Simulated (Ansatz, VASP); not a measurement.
# LaHf in two plane-wave programs

One calculation is typed for both programs; each brings its own data sets and cutoff. How far apart do they land? The cell is invented: As first built, before any earlier steps moved the atoms (in the runner's words): it takes the HfSc structure with some of its atoms replaced by other elements, volume scaled by an estimate. It may not be a known or stable phase. The cell is taken from a series of VASP runs on this material, whose earlier steps may have relaxed, scaled or displaced it; both programs get it as it stands.

Calculated with Ansatz 0.2.0; plane waves, with VASP 6.6.1 beside it; single point at r2SCAN with D3(BJ).

## 1. Set-up

The structure is monoclinic, space group Pm (No. 6). The conventional cell has a = 3.307 Å, b = 5.654 Å, c = 3.309 Å, α = 90.00°, β = 119.95°, γ = 90.00°. Hf has 6 Hf at 3.31 Å and 6 La at 3.41 to 3.42 Å nearest. La has 6 La at 3.31 Å and 6 Hf at 3.41 to 3.42 Å nearest. As first built, before any earlier steps moved the atoms (in the runner's words): sites of the HfSc structure (space group 187) filled with other elements, volume scaled by an estimate. Farther neighbours are not listed.

Coordinates:

```cif
data_structure
_symmetry_space_group_name_H-M 'Pm'
_symmetry_Int_Tables_number 6
_cell_length_a 3.3069
_cell_length_b 5.6542
_cell_length_c 3.3088
_cell_angle_alpha 90.000
_cell_angle_beta 119.947
_cell_angle_gamma 90.000
_cell_volume 53.61
loop_
_atom_site_label
_atom_site_type_symbol
_atom_site_symmetry_multiplicity
_atom_site_Wyckoff_symbol
_atom_site_fract_x
_atom_site_fract_y
_atom_site_fract_z
_atom_site_occupancy
Hf1 Hf 1 b 0.33430 0.50000 0.66903 1
La1 La 1 a 0.66756 0.00000 0.33145 1
```

## 2. Ansatz: single point, r2SCAN with D3(BJ)

Ansatz runs on its default PAW (the set named soft_2) files.

With cell and atoms fixed, the geometry can't cause a difference; cores, projectors, grids and the points listed under the comparison can.

File input.yaml:

```yaml
crystal:
  lattice:
    - [3.306880831, 0.0, -0.0023319905]
    - [0.0, 5.6541762881, 0.0]
    - [-1.6497459582, 0.0, 2.868204949]
  atoms:
    - { symbol: Hf, position: [0.3342955237, 0.5, 0.6690345578] }
    - { symbol: La, position: [0.6675584763, 0.0, 0.3314504422] }
hamiltonian:
  xc: r2scan
  pseudopotentials: { kind: paw }
  dispersion: d3bj
kpoints:
  mp_grid: { grid: [9, 5, 9] }
scf:
  occupations: { method: methfessel_paxton, width: 0.2 }
  n_extra_bands: 4
output:
  forces: true
  stress: true
  eigenvalues: true
```

Command:

```console
$ ansatz run input.yaml --threads 2 --pin off --max-ram 4608MiB --backend cpu --events-out ev --progress --plain --runs-dir out
```

Numbers of over 12 decimals in the logs are rounded to 6 here.

Log:

```text
Warning: the engine holds no damping parameters fitted to this dispersion correction and functional, so the run takes those fitted to r2scan beside the three-body term, which d3bj leaves out (hamiltonian.dispersion, under Limitations)
scf.n_extra_bands = 4 over 19 filled bands (N_el = 37.0): the run solves 23 bands
Engine: ansatz 0.2.0, aarch64-unknown-linux-gnu
Pseudopotentials: kind: paw
Pseudopotential: Hf, paw, valence charge 26, recommended cutoff 500 eV (meta_gga), Hf.paw.azcp
Pseudopotential: La, paw, valence charge 11, recommended cutoff 500 eV (meta_gga), La.paw.azcp
Functional definition: r2SCAN
  parameter k0 = 0.174
  parameter k1 = 0.065
  parameter a1 = 4.9479
  exchange = r2scan_x(k0 = k0, k1 = k1, a1 = a1)
  correlation = r2scan_c
Crystal: 2 atoms, lattice volume = 53.607 Å³
Basis set: ecut = 500 eV, 1321 PW (Γ), exchange–correlation on 100×180×100 points (64 copies of the dense FFT grid, shifted against one another)
Bands: 23, of which v1, the nominal top of the filled ones, is band 19 counted from 1 (18 counted from 0)
Symmetry: 2 space group operations
Space group: Pm (ITA 6), of the structure as read, at distance tolerance 3.8e-5 Å
k-points: 123 of 405 (time reversal used)
Non-local potential: Hf, projectors of the file, l = 0: 3, l = 1: 2, l = 2: 2, l = 3: 3
Non-local potential: La, projectors of the file, l = 0: 3, l = 1: 2, l = 2: 2, l = 3: 3
PAW form: soft (Blöchl's): semilocal exchange-correlation on the pseudo side does not see the compensation charge
PAW frozen core: Hf, regenerated for the run's functional (the file was generated under x = pbe(κ = 0.804, μ = 0.219515), c = pbe(β = 0.066725))
PAW frozen core: La, regenerated for the run's functional (the file was generated under x = pbe(κ = 0.804, μ = 0.219515), c = pbe(β = 0.066725))
PAW one-centre angular grid: Hf, 974 points (default); XC on 160 Gauss nodes
PAW one-centre angular grid: La, 974 points (default); XC on 160 Gauss nodes
Initial density: superposition of atomic densities (neutral atoms: chi_scale 0, normalization atom), corrected by the library's trained network
Initial wavefunctions: pseudopotential atomic-orbital guess
Functional: x = r2scan, c = r2scan; τ floored in thin density (d = 2e-4 eV/Å³)
SCF iter   1: F=—  HF=-21997.399166 eV  |F-HF|=—  |Δ(HF+E_count)|=         —  Δρ=7.04e-3  dr2=2.41e-2  dr2_τ=2.31e-2  ethr=1.77e-3  ⟨swp⟩=3.3  Hψ=9754  notcnv=0
preconditioner: auto → Kerker (q_TF=auto, 2.565 Å⁻¹)  [metal: Δε(μ)=0.011 eV  Ē_g=12.320 eV  σ=0.200 eV  W_gap=0.05  n_scr=22 (ndim 8)  ℏωp=26.4 eV  f_vac=0.000  D(μ)=2.77/eV (n_scr^D=22)]
SCF iter   2: F=—  HF=-21997.491689 eV  |F-HF|=—  |Δ(HF+E_count)|=   9.25e-2  S|Δr|=    0.00e0  Δρ=3.97e-3  dr2=7.27e-3  dr2_τ=9.27e-4  ethr=6.52e-5  ⟨swp⟩=2.0  Hψ=6634  notcnv=0  defer=5
SCF iter   3: F=—  HF=-21997.491798 eV  |F-HF|=—  |Δ(HF+E_count)|=   1.09e-4  S|Δr|=    0.00e0  Δρ=2.70e-3  dr2=3.44e-3  dr2_τ=1.58e-4  ethr=1.97e-5  ⟨swp⟩=2.0  Hψ=4434  notcnv=0  defer=5
SCF iter   4: F=—  HF=-21997.492513 eV  |F-HF|=—  |Δ(HF+E_count)|=   7.15e-4  S|Δr|=    0.00e0  Δρ=1.18e-3  dr2=1.02e-3  dr2_τ=4.15e-5  ethr=9.31e-6  ⟨swp⟩=2.5  Hψ=4374  notcnv=0  defer=5
SCF iter   5: F=—  HF=-21997.492601 eV  |F-HF|=—  |Δ(HF+E_count)|=   8.74e-5  S|Δr|=    0.00e0  Δρ=3.17e-4  dr2=7.82e-5  dr2_τ=3.78e-6  ethr=2.76e-6  ⟨swp⟩=2.2  Hψ=4088  notcnv=0  defer=5
SCF iter   6: F=—  HF=-21997.492605 eV  |F-HF|=—  |Δ(HF+E_count)|=   4.52e-6  S|Δr|=    0.00e0  Δρ=8.63e-5  dr2=6.87e-6  dr2_τ=1.35e-7  ethr=2.11e-7  ⟨swp⟩=2.0  Hψ=4857  notcnv=0  defer=5
SCF iter   7: F=—  HF=-21997.492607 eV  |F-HF|=—  |Δ(HF+E_count)|=   2.28e-6  S|Δr|=    0.00e0  Δρ=2.32e-5  dr2=2.41e-7  dr2_τ=6.60e-9  ethr=1.86e-8  ⟨swp⟩=2.0  Hψ=4793  notcnv=0  defer=5
SCF iter   8: F=-21997.492608 eV  HF=-21997.492608 eV  |F-HF|=2.96e-9  |Δ(HF+E_count)|=   1.74e-7  S|Δr|=    0.00e0  Δρ=4.35e-6  dr2=1.27e-8  dr2_τ=2.30e-9  ethr=2.70e-10  ⟨swp⟩=7.0  Hψ=14591  notcnv=0
SCF 1 converged in 8 iterations: F = -21997.492608 eV  dr2 = 1.27e-8
  greatest PAW one-centre occupation: 0.998 electrons in one spin orbital (limit 2), on the Hf atom at site 0 (counted from 0), in its partial waves of l = 3
SCF converged after 8 iterations
Stability not checked: this state was not tested for a lower state beside it, because cold or Methfessel-Paxton smearing, or corrected tetrahedra, fill the levels in a way that the test cannot read (fill_not_monotonic; see scf.lower_state_search)
Free energy (F): -21997.492608 eV
Harris-Foulkes:  -21997.492608 eV  (|F-HF|=2.96e-9)
Internal energy: -21997.489770 eV  (E = F + TS)
E sigma→0 (E₀):  -21997.491898 eV
Entropy (-TS):   -0.002837 eV (-1.419 meV/atom)
Fermi energy:    15.948859 eV
--- Per-component energies (eV) ---
  E_band       = -75.707307
  E_kinetic    = 620.172036
  E_local      = -6796.806013  (includes V_loc(G=0)·N_el)
  E_nonlocal   = -1155.627178
  E_hartree    = 3164.232153
  E_xc         = -416.254181
  E_vxc        = -455.293520  (∫ρ·V_xc dr)
  E_paw        = -12388.660210  (= ΣΔE_a)
  E_vpaw       = 1360.358988  (= ΣTr[D̂ρ^β])
  E_aug_tail   = -0.000001  (compensation charges beyond the density's cutoff)
  E_vtau       = 23.024584  (kinetic-family band-sum trace: ∫τ·v_τ [+ j·A + Jᵃ·Aᵃ] dr)
  E_ewald      = -5024.491515
  E_disp       = -0.444894  (pairwise vdW)
  E_core_change = 0.390034  (= ΣΔE_core)
  E_smearing   = -0.002837  (= −TS)
  E_closure    = 0.000000  (closes the sum)
  Σ components = -21997.492608   (vs F -21997.492608, Δ=0.00e0)
--- Forces (eV/Å), atoms counted from 1 ---
  atom   1  Hf     0.00454289     0.00000000    -0.00827449
  atom   2  La    -0.00454242     0.00000000     0.00827310
  max |Σ_I F_I| component: 1.39e-6 eV/Å
--- Stress (GPa, compression-positive) ---
        0.131177       0.000000       0.000995
        0.000000       0.326391      -0.000000
        0.000995      -0.000000       0.131922
  P = ⅓ Tr σ = 0.1965 GPa (1.965 kbar)
--- Band table (eV; the first three rows and the last of 123) ---
  k-point 0: bands = [... 15 lower, 10.1874, 14.2352, 17.0171, 17.5520, 17.5786, 17.9035, 18.0842, 18.5151]
  k-point 1: bands = [... 15 lower, 10.5486, 14.6698, 16.6435, 17.3045, 17.4719, 17.7984, 17.8710, 18.2095]
  k-point 2: bands = [... 15 lower, 11.5120, 14.9221, 15.9852, 16.3455, 17.1278, 17.7116, 18.2508, 18.2899]
  k-point 122: bands = [... 15 lower, 13.0491, 14.4829, 15.1375, 15.7024, 16.3900, 17.7831, 18.6016, 18.7521]
```

Elapsed: 16 s, on 2 threads of Arm Neoverse V2, shared host; peak memory 0.61 GiB.

The run ends at a pressure of 0.20 GPa, with forces up to 0.0094 eV/Å.

## 3. VASP: single point, r2SCAN with D3(BJ)

The same cell, functional, mesh and smearing now go to VASP, with its own data sets and cutoff.

Lines of VASP's logs that name or quote its potential files are left out, and so is its time.

File INCAR:

```
SYSTEM = LaHf
PREC = Accurate
ENCUT = 400
EDIFF = 1E-06
NELM = 100
ISMEAR = 1
SIGMA = 0.2
LREAL = .FALSE.
ALGO = Normal
METAGGA = R2SCAN
IVDW = 12
VDW_S6 = 1
VDW_S8 = 0.78981345
VDW_A1 = 0.49484001
VDW_A2 = 5.73083694
LASPH = .TRUE.
NBANDS = 16
LORBIT = 11
LWAVE = .FALSE.
LCHARG = .TRUE.
ISIF = 2
LELF = .TRUE.
LVHAR = .TRUE.
```

File POSCAR:

```
LaHf
1.0
    3.3068808310      0.0000000000     -0.0023319905
    0.0000000000      5.6541762881      0.0000000000
   -1.6497459582      0.0000000000      2.8682049490
Hf La
1 1
Direct
    0.3342955237      0.5000000000      0.6690345578
    0.6675584763      0.0000000000      0.3314504422
```

File KPOINTS:

```
Automatic mesh
0
Gamma
9 5 9
0 0 0
```

The projector-augmented-wave data sets are Hf_pv and La (PBE family, release 64).

Command:

```console
$ mpirun -np 1 vasp_std
```

Log:

```text
[banner, memory and clock lines left out]
running    1 mpi-ranks, on    1 nodes
 distrk:  each k-point on    1 cores,    1 groups
 distr:  one band on    1 cores,    1 groups

 POSCAR found type information on POSCAR HfLa
 POSCAR found :  2 types and       2 ions
|                                                                             |
|               ----> ADVICE to this user running VASP <----                  |
|                                                                             |
|     You enforced a specific xc type in the INCAR file but a different       |
|     [... a line on the potential file left out ...]
|     I HOPE YOU KNOW WHAT YOU ARE DOING!                                     |
|                                                                             |

 LDA part: xc-table for (None), standard interpolation
 POSCAR, INCAR and KPOINTS ok, starting setup
 FFT: planning ... GRIDC
 FFT: planning ... GRID_SOFT
 FFT: planning ... GRID
 WAVECAR not read
 entering main loop
       N       E                     dE             d eps       ncg     rms          rms(c)
DAV:   1     0.885196902794E+02    0.88520E+02   -0.81763E+03  4096   0.147E+03
DAV:   2    -0.643871032971E+02   -0.15291E+03   -0.15068E+03  4856   0.318E+02
DAV:   3    -0.811426147525E+02   -0.16756E+02   -0.16424E+02  6800   0.948E+01
DAV:   4    -0.823985812409E+02   -0.12560E+01   -0.11712E+01  6864   0.205E+01
DAV:   5    -0.824710474002E+02   -0.72466E-01   -0.72164E-01  6024   0.469E+00    0.291E+01
DAV:   6    -0.752589637830E+02    0.72121E+01   -0.49130E+01  6872   0.245E+01    0.365E+01
DAV:   7    -0.742336208846E+02    0.10253E+01   -0.50476E+00  6480   0.140E+01    0.253E+01
DAV:   8    -0.741928768114E+02    0.40744E-01   -0.22098E+00  6768   0.945E+00    0.166E+00
DAV:   9    -0.741881923303E+02    0.46845E-02   -0.23735E-01  7024   0.441E+00    0.899E-01
DAV:  10    -0.741868469365E+02    0.13454E-02   -0.29654E-02  6552   0.114E+00    0.754E-01
DAV:  11    -0.741866792452E+02    0.16769E-03   -0.79753E-03  7384   0.429E-01    0.321E-01
DAV:  12    -0.741867408840E+02   -0.61639E-04   -0.87183E-04  6448   0.179E-01    0.291E-02
DAV:  13    -0.741867566738E+02   -0.15790E-04   -0.62247E-05  6840   0.632E-02    0.832E-03
DAV:  14    -0.741867567562E+02   -0.82435E-07   -0.48736E-06  6456   0.175E-02
   1 F= -.74631223E+02 E0= -.74630221E+02  d E =-.300680E-02
```

From OUTCAR (step 3):

```text
ion  position               nearest neighbor table
   1  0.334  0.500  0.669-   2 3.41   2 3.41   2 3.41   2 3.41   2 3.42   2 3.42
   2  0.668  0.000  0.331-   1 3.41   1 3.41   1 3.41   1 3.41   1 3.42   1 3.42

  LATTYP: Found a simple monoclinic cell.
 ALAT       =     3.3068816533
 B/A-ratio  =     1.7098211793
 C/A-ratio  =     1.0005848560
 COS(beta)  =    -0.4992022327

 Subroutine GETGRP returns: Found  2 space group operations
 (whereof  2 operations were pure point group operations)

The static configuration has the point symmetry C_1h.

 Found    123 irreducible k-points:

   k-points           NKPTS =    123   k-points in BZ     NKDIM =    123   number of bands    NBANDS=     16

   dimension x,y,z NGX =    24 NGY =   40 NGZ =   24
   dimension x,y,z NGXF=    48 NGYF=   80 NGZF=   48

   ENCUT  =  400.0 eV  29.40 Ry    5.42 a.u.   5.39  9.22  5.40*2*pi/ulx,y,z

   NELECT =      21.0000    total number of electrons

 k-points in reciprocal lattice and weights: Automatic mesh
   0.00000000  0.00000000  0.00000000       0.002
   0.11111111  0.00000000  0.00000000       0.005
   0.22222222  0.00000000  0.00000000       0.005
   0.33333333  0.00000000 -0.00000000       0.005
   0.44444444  0.00000000  0.00000000       0.005
   0.00000000  0.20000000  0.00000000       0.005
   0.11111111  0.20000000  0.00000000       0.010
   0.22222222  0.20000000  0.00000000       0.010
   0.33333333  0.20000000 -0.00000000       0.010
[...]
-0.22222222  0.40000000  0.44444444       0.010
  -0.11111111  0.40000000  0.44444444       0.010

 average (electrostatic) potential at core
       1 -40.6764       2-101.6056

 E-fermi :   7.4907

 k-point     1 :       0.0000    0.0000    0.0000
  band No.  band energies     occupation
    ...
      5      -9.4329      2.00000
      6      -7.8491      2.00000
      7      -7.8439      2.00000
      8       1.7256      2.00000
      9       5.7768      2.00000
     10       8.5764     -0.00000
     11       9.1100     -0.00000
     12       9.1365     -0.00000
     13       9.4102     -0.00000
     14       9.6440     -0.00000
    ...

 k-point     2 :       0.1111    0.0000    0.0000
  band No.  band energies     occupation
    ...
      5      -9.3729      2.00000
      6      -8.2539      2.00000
      7      -7.9323      2.00000
      8       2.0859      2.00000
      9       6.2069      2.00000
     10       8.2074     -0.00000
     11       8.8091     -0.00000
     12       9.0356     -0.00000
     13       9.3513     -0.00000
     14       9.4165     -0.00000
    ...

 k-point     3 :       0.2222    0.0000    0.0000
  band No.  band energies     occupation
    ...
      6      -9.1856      2.00000
      7      -8.1415      2.00000
      8       3.0472      2.00000
      9       6.4632      2.00000
     10       7.5007      0.91603
     11       7.8959     -0.01469
     12       8.6874     -0.00000
     13       9.2785     -0.00000
     14       9.7975     -0.00000
     15       9.8436     -0.00000
    ...

 Edisp (eV)   -0.44447

  Total       0.00080     0.00565     0.00198     0.00000     0.00000     0.00061
  in kB       0.02378     0.16883     0.05903     0.00000     0.00000     0.01828
  external pressure =        0.08 kB  Pullay stress =        0.00 kB

  energy-cutoff  :      400.00
  volume of cell :       53.61
      direct lattice vectors                 reciprocal lattice vectors
     3.306880831  0.000000000 -0.002331991     0.302522477  0.000000000  0.174006127
     0.000000000  5.654176288  0.000000000     0.000000000  0.176860421  0.000000000
    -1.649745958  0.000000000  2.868204949     0.000245966  0.000000000  0.348791596

 POSITION                                       TOTAL-FORCE (eV/Angst)
 -----------------------------------------------------------------------------------
      0.00174      2.82709      1.91815         0.004763      0.000000     -0.008548
      1.66073      0.00000      0.94911        -0.004763      0.000000      0.008548
 -----------------------------------------------------------------------------------
    total drift:                               -0.000254     -0.000000      0.000271

  FREE ENERGIE OF THE ION-ELECTRON SYSTEM (eV)
  ---------------------------------------------------
  free  energy   TOTEN  =       -74.6312230468 eV

  energy  without entropy=      -74.6282162443  energy(sigma->0) =      -74.63022078

 total charge
# of ion       s       p       d       f       tot
--------------------------------------------------
    1        0.404   6.300   1.450   0.000   8.153
    2        2.048   5.541   1.103   0.150   8.842
--------------------------------------------------
tot          2.451  11.840   2.553   0.150  16.995

[... 3 further parts left out ...]
```

This run has no spin polarisation. Its electron count is odd, so without a moment it is a metal by construction. Harder data sets than Hf_pv exist (the GW ones), and pressures, volumes and forces can shift noticeably with them. Dispersion corrections of this kind ignore metallic screening and tend to overbind metals.

## 4. Differences

Known differences besides the potentials themselves: VASP keeps PBE cores, Ansatz makes them for the functional; the data sets hold 37 valence electrons in Ansatz (default PAW (the set named soft_2) files) and 21 in VASP; the cutoff is 500 eV in Ansatz and 400 eV in VASP. Total energies have different zeros and are not compared.

Both answers:

| quantity | Ansatz | VASP | difference |
| --- | --- | --- | --- |
| pressure (GPa) | 0.20 | 0.01 | +0.19 |

## 5. Outcome

```
difference in pressure (single point, r2SCAN with D3(BJ)) : 0.19 GPa
```

The difference in pressure is 0.19 GPa (single point, r2SCAN with D3(BJ)), within the 1 GPa picked in this series as the mark of a large difference. How closely two codes agree says nothing of how well the functional describes the real material.

[Lines on the potential files, build, host, timing and source positions are cut from VASP's logs without a mark.]

[Logs are printed without paths, hosts, clocks, repeated set-up lines and the standing remarks that a program may print on its own settings, such as how far it seeks lower states.]

[Hosts, paths, dates, database ids (printed as entryN), source tags and the programs' standing remarks are cut or masked in the printed files.]
